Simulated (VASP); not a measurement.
A convergence study with VASP on TaC (rock salt): one setting is varied, all else stays as given below, so the limit is that of these other settings. Each run relaxes cell and ions; the cell shown is the tightest run's result. The basis is that of the starting cell, so low cut-offs carry a Pulay error.

```
CELL_PARAMETERS angstrom
      0.00000     2.23933     2.23933
      2.23933     0.00000     2.23933
      2.23933     2.23933     0.00000
ATOMIC_POSITIONS crystal
  Ta 0.00000 0.00000 0.00000
  C  0.50000 0.50000 0.50000
```

Calculation: PBE GGA, VASP's PBE PAW potentials (set 64) (plane waves; VASP). The tightest run used: 800 eV cut-off, 12×12×12 Γ-centred mesh, first-order Methfessel-Paxton smearing of 0.10 eV, potentials Ta_pv C.

The reference is ENCUT = 800, which took about 50 core-seconds. Costs are core time on shared hosts, one run each; read them as rough ratios.

**Question.** Of the settings ENCUT = 250; ENCUT = 300; ENCUT = 350; ENCUT = 400; ENCUT = 450; ENCUT = 500; ENCUT = 550; ENCUT = 600; ENCUT = 650; ENCUT = 700; ENCUT = 750; ENCUT = 800, which is the lowest that keeps the difference from the reference in relaxed volume (Å³/atom) within 0.02 from there on, and what does it cost?

**Answer.** ENCUT = 450; its cost over the reference is about 1/2.
```json
[
 {"setting": "ENCUT = 250", "difference in relaxed volume (Å³/atom)": "0.461", "cost over the reference": "about 1/4"},
 {"setting": "ENCUT = 300", "difference in relaxed volume (Å³/atom)": "0.247", "cost over the reference": "about 1/4"},
 {"setting": "ENCUT = 350", "difference in relaxed volume (Å³/atom)": "0.114", "cost over the reference": "about 1/3"},
 {"setting": "ENCUT = 400", "difference in relaxed volume (Å³/atom)": "0.036", "cost over the reference": "about 1/2"},
 {"setting": "ENCUT = 450", "difference in relaxed volume (Å³/atom)": "0.005", "cost over the reference": "about 1/2"},
 {"setting": "ENCUT = 500", "difference in relaxed volume (Å³/atom)": "0.002", "cost over the reference": "about 1/2"},
 {"setting": "ENCUT = 550", "difference in relaxed volume (Å³/atom)": "0.002", "cost over the reference": "about 1/2"},
 {"setting": "ENCUT = 600", "difference in relaxed volume (Å³/atom)": "0.001", "cost over the reference": "within a factor of 2"},
 {"setting": "ENCUT = 650", "difference in relaxed volume (Å³/atom)": "0.002", "cost over the reference": "within a factor of 2"},
 {"setting": "ENCUT = 700", "difference in relaxed volume (Å³/atom)": "0.002", "cost over the reference": "within a factor of 2"},
 {"setting": "ENCUT = 750", "difference in relaxed volume (Å³/atom)": "0.001", "cost over the reference": "within a factor of 2"},
 {"setting": "ENCUT = 800", "difference in relaxed volume (Å³/atom)": "0.000", "cost over the reference": "reference"}
]
```

Left out are rungs that failed or repeat a setting and relaxations that didn't move; long series are thinned to 24 rows.

The compound is TaC in the rock salt structure. The electron count is odd and the run is not spin-polarised, which forces a metal.
